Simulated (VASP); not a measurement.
# HfC (Fm-3m) in VASP: notebook, part 2 of 2

VASP 6.6.1. The steps go on from the part before.

## Step 5: Single point, PBE

INCAR reads:

```
PREC = Accurate
ENCUT = 520
EDIFF = 1E-7
ISMEAR = 0
SIGMA = 0.1
LREAL = False
LASPH = True
NELM = 100
ALGO = Fast
ISIF = 2
LWAVE = False
LCHARG = False
GGA = PE
NBANDS = 14
```

KPOINTS reads:

```
regular mesh
0
Gamma
  12 12 12
```

POSCAR reads:

```
HfC
1.0
    0.0000000000      2.3250000000      2.3250000000
    2.3250000000      0.0000000000      2.3250000000
    2.3250000000      2.3250000000      0.0000000000
Hf C
1 1
Direct
    0.5000000000      0.5000000000      0.5000000000
    0.0000000000      0.0000000000      0.0000000000
```

Potentials or basis: VASP PAW PBE potentials, release 64 (Hf_pv, C).

Run with:

```sh
$ cat potpaw_PBE.64/Hf_pv/POTCAR potpaw_PBE.64/C/POTCAR > POTCAR
$ mpirun -np 1 vasp_std > vasp.out
```

OUTCAR:

```text
PREC = Accurate
   ENCUT = 520
   EDIFF = 1E-7
   ISMEAR = 0
   LREAL = False
   LASPH = True
   NELM = 100
   ISIF = 2
   GGA = PE

 ion  position               nearest neighbor table
   1  0.500  0.500  0.500-   2 2.33   2 2.33   2 2.33   2 2.33   2 2.33   2 2.33
   2  0.000  0.000  0.000-   1 2.33   1 2.33   1 2.33   1 2.33   1 2.33   1 2.33

  LATTYP: Found a face centered cubic cell.
 ALAT       =     4.6500000000

  Lattice vectors:

 A1 = (   0.0000000000,   2.3250000000,   2.3250000000)
[... 596 lines left out ...]
------------------------ aborting loop because EDIFF is reached ----------------------------------------

  FORCE on cell =-STRESS in cart. coord.  units (eV):
  Direction    XX          YY          ZZ          XY          YZ          ZX
  --------------------------------------------------------------------------------------
  -------------------------------------------------------------------------------------
  Total       -0.0651206     -0.0651206     -0.0651206      0.0000000      0.0000000      0.0000000
  in kB       -4.1507859     -4.1507859     -4.1507859      0.0000000      0.0000000      0.0000000
  external PRESSURE =      -4.1507859 kB  Pullay stress =       0.0000000 kB

 VOLUME and BASIS-vectors are now :
 -----------------------------------------------------------------------------
  energy-cutoff  :      520.00
  volume of cell :       25.14
      direct lattice vectors                 reciprocal lattice vectors
     0.000000000  2.325000000  2.325000000    -0.215053763  0.215053763  0.215053763
     2.325000000  0.000000000  2.325000000     0.215053763 -0.215053763  0.215053763
     2.325000000  2.325000000  0.000000000     0.215053763  0.215053763 -0.215053763

 POSITION                                       TOTAL-FORCE (eV/Angst)
 -----------------------------------------------------------------------------------
      2.32500      2.32500      2.32500        -0.000000     -0.000000     -0.000000
      0.00000      0.00000      0.00000         0.000000      0.000000      0.000000
 -----------------------------------------------------------------------------------
    total drift:                                0.000000     -0.000000      0.000000

  FREE ENERGIE OF THE ION-ELECTRON SYSTEM (eV)
  ---------------------------------------------------
  free  energy   TOTEN  =       -21.0466360580 eV

  energy  without entropy=      -21.0452639675  energy(sigma->0) =      -21.04595001
```

OSZICAR:

```text
N       E                     dE             d eps       ncg     rms          rms(c)
DAV:   1     0.228011652869E+02    0.22801E+02   -0.77766E+03  2024   0.984E+02
DAV:   2    -0.227321132077E+02   -0.45533E+02   -0.42818E+02  2610   0.201E+02
DAV:   3    -0.242197966776E+02   -0.14877E+01   -0.14832E+01  2364   0.266E+01
DAV:   4    -0.242263598143E+02   -0.65631E-02   -0.65628E-02  2412   0.218E+00
DAV:   5    -0.242264003401E+02   -0.40526E-04   -0.40526E-04  2372   0.156E-01    0.569E+01
RMM:   6    -0.211372914302E+02    0.30891E+01   -0.36889E+00  2025   0.980E+00    0.395E+01
RMM:   7    -0.210578404940E+02    0.79451E-01   -0.22271E-01  2220   0.347E+00    0.230E+01
RMM:   8    -0.210515719948E+02    0.62685E-02   -0.80771E-02  2229   0.207E+00    0.334E+00
RMM:   9    -0.210482290048E+02    0.33430E-02   -0.22327E-02  2329   0.929E-01    0.319E+00
RMM:  10    -0.210466263416E+02    0.16027E-02   -0.17143E-03  2369   0.295E-01    0.295E-01
RMM:  11    -0.210466320421E+02   -0.57006E-05   -0.18779E-04  2554   0.101E-01    0.221E-01
RMM:  12    -0.210466350168E+02   -0.29746E-05   -0.26615E-05  2540   0.371E-02    0.349E-02
RMM:  13    -0.210466360837E+02   -0.10669E-05   -0.54825E-06  2695   0.167E-02    0.166E-02
RMM:  14    -0.210466359583E+02    0.12540E-06   -0.11142E-06  2352   0.545E-03    0.102E-02
RMM:  15    -0.210466360580E+02   -0.99710E-07   -0.28517E-07  1965   0.267E-03
   1 F= -.21046636E+02 E0= -.21045950E+02  d E =-.137209E-02
```

stdout:

```text
POSCAR found type information on POSCAR HfC
 POSCAR found :  2 types and       2 ions
 scaLAPACK will be used
 LDA part: xc-table for (Slater+PW92), standard interpolation
 POSCAR, INCAR and KPOINTS ok, starting setup
 FFT: planning ... GRIDC
 FFT: planning ... GRID_SOFT
 FFT: planning ... GRID
 WAVECAR not read
 entering main loop
```

Wall time 14 s (1 thread of AMD EPYC 9R45 (Zen 5), shared host); peak memory 0.13 GiB.

What came out:

| Item | Value |
| --- | --- |
| Free energy | -21.0466 eV |
| Pressure | -0.4 GPa |
| Band gap on the k mesh | none (metal or under the smearing width) |

Levels at points of the mesh, in eV from the Fermi level:
```csv
k point,band 3,band 4,band 5,band 6,band 7,band 8,band 9,band 10,band 11,band 12
"(0.00, 0.00, 0.00)",-29.59,-12.33,0.98,0.98,0.98,1.37,1.37,1.37,3.37,3.37
"(0.50, 0.00, 0.00)",-29.66,-8.59,-6.16,-3.00,-3.00,5.30,5.30,5.76,6.53,11.37
"(0.50, 0.50, 0.00)",-29.82,-10.43,-2.61,-1.79,-0.12,-0.12,5.29,6.71,6.71,8.41
```

## Step 6: Single point, PBE

Changes to INCAR since step 5:

```diff
@@ -1,3 +1,3 @@
 PREC = Accurate
-ENCUT = 520
+ENCUT = 600
 EDIFF = 1E-7
```

KPOINTS is that of step 5.

POSCAR is that of step 5.

Potentials or basis: VASP PAW PBE potentials, release 64 (Hf_pv, C).

Run with:

```sh
$ cat potpaw_PBE.64/Hf_pv/POTCAR potpaw_PBE.64/C/POTCAR > POTCAR
$ mpirun -np 1 vasp_std > vasp.out
```

Run time: 22 s. Hardware: 1 thread of AMD EPYC 9R45 (Zen 5), shared host; peak memory 0.15 GiB.

It converged, with:

- Free energy: -21.0478 eV
- Pressure: -0.5 GPa
- Band gap on the k mesh: none (metal or under the smearing width)

Levels at points of the mesh, in eV from the Fermi level:
```csv
k point,band 3,band 4,band 5,band 6,band 7,band 8,band 9,band 10,band 11,band 12
"(0.00, 0.00, 0.00)",-29.59,-12.33,0.98,0.98,0.98,1.37,1.37,1.37,3.37,3.37
"(0.50, 0.00, 0.00)",-29.66,-8.59,-6.16,-3.00,-3.00,5.30,5.30,5.76,6.53,11.37
"(0.50, 0.50, 0.00)",-29.82,-10.43,-2.61,-1.79,-0.12,-0.12,5.29,6.71,6.71,8.41
```

## Step 7: Single point, PBE

Changes to INCAR since step 6:

```diff
@@ -1,3 +1,3 @@
 PREC = Accurate
-ENCUT = 600
+ENCUT = 700
 EDIFF = 1E-7
```

KPOINTS is that of step 6.

POSCAR is that of step 6.

Run with:

```sh
$ cat potpaw_PBE.64/Hf_pv/POTCAR potpaw_PBE.64/C/POTCAR > POTCAR
$ mpirun -np 1 vasp_std > vasp.out
```

Run time: 21 s. Hardware: 1 thread of AMD EPYC 9R45 (Zen 5), shared host; peak memory 0.15 GiB.

Results (log left out):

| Quantity | Value |
| --- | --- |
| Free energy | -21.0501 eV |
| Pressure | -0.5 GPa |
| Band gap on the k mesh | none (metal or under the smearing width) |

Levels at points of the mesh, in eV from the Fermi level:
| k point | band 5 | band 6 | band 7 | band 8 | band 9 | band 10 |
| --- | --- | --- | --- | --- | --- | --- |
| (0.00, 0.00, 0.00) | 0.98 | 0.98 | 0.98 | 1.37 | 1.37 | 1.37 |
| (0.50, 0.00, 0.00) | -6.16 | -3.00 | -3.00 | 5.30 | 5.30 | 5.76 |
| (0.50, 0.50, 0.00) | -2.61 | -1.79 | -0.12 | -0.12 | 5.29 | 6.72 |

Spin-orbit coupling is left out, which matters for the levels of Hf.

## Step 8: The runs side by side

| cutoff (eV) | gap on the mesh (eV) | pressure (GPa) |
| --- | --- | --- |
| 400 | none | - |
| 450 | none | - |
| 520 | none | -0.4 |
| 600 | none | -0.5 |
| 700 | none | -0.5 |

Alike in all rows: task single point; level PBE; potentials or basis VASP PAW PBE potentials, release 64 (Hf_pv, C); no spin polarisation; cell as given; k mesh 12 × 12 × 12; smearing gaussian 0.1 eV.

Every run on the cell as given and a fine mesh finds a metal.

Caveats: the cutoff is under 1.25 times the usual one of these potentials, so pressure, stress and relaxed cells hold a basis-set (Pulay) error (some runs).

Absolute energies hang on the potentials; compare differences alone.
